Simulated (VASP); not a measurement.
OSZICAR of a VASP run on LaC2 (space group I4/mmm):

File OSZICAR:
```
       N       E                     dE             d eps       ncg     rms          rms(c)
DAV:   1     0.156593389854E+03    0.15659E+03   -0.60582E+03  6376   0.159E+03
DAV:   2     0.261414332664E+01   -0.15398E+03   -0.15160E+03  9322   0.285E+02
DAV:   3    -0.254054202211E+02   -0.28020E+02   -0.26801E+02 10728   0.126E+02
DAV:   4    -0.275491345351E+02   -0.21437E+01   -0.21318E+01 10416   0.361E+01
DAV:   5    -0.276783521361E+02   -0.12922E+00   -0.12886E+00 10303   0.839E+00    0.851E+00
DAV:   6    -0.251128302192E+02    0.25655E+01   -0.96947E+00  9776   0.215E+01    0.405E+00
DAV:   7    -0.250310278603E+02    0.81802E-01   -0.11168E+00  9971   0.798E+00    0.214E+00
DAV:   8    -0.250182100102E+02    0.12818E-01   -0.21216E-01 10946   0.521E+00    0.458E-01
DAV:   9    -0.250143134108E+02    0.38966E-02   -0.35006E-02 10784   0.170E+00    0.150E-01
DAV:  10    -0.250144709221E+02   -0.15751E-03   -0.29806E-03 10270   0.571E-01    0.531E-02
DAV:  11    -0.250145589506E+02   -0.88029E-04   -0.28932E-04  9973   0.139E-01    0.321E-02
DAV:  12    -0.250145899442E+02   -0.30994E-04   -0.16502E-04 10867   0.110E-01    0.116E-02
DAV:  13    -0.250145953617E+02   -0.54175E-05   -0.35027E-05 10302   0.457E-02    0.522E-03
DAV:  14    -0.250145956122E+02   -0.25058E-06   -0.32169E-06  9090   0.172E-02
   1 F= -.25014596E+02 E0= -.24998919E+02  d E =-.313523E-01
```

Question: Which electronic solver shows in the log?

Answer: It is blocked Davidson (ALGO = Normal, or the opening steps of other solvers). The INCAR had ALGO = Normal.

Question: Can the final energy be trusted as converged?

Answer: The run converged. It stopped with EDIFF = 1E-6, NELM = 100 (PBEsol GGA, plane waves, VASP's PBE PAW potentials (set 64)).

The structure comes from a computed database's LaC2 entry; how it stands against other phases isn't given here. The cell was not relaxed at this level, and its volume differs by -5.9 % from the start's. The electron count is odd and the run is not spin-polarised, which forces a metal.
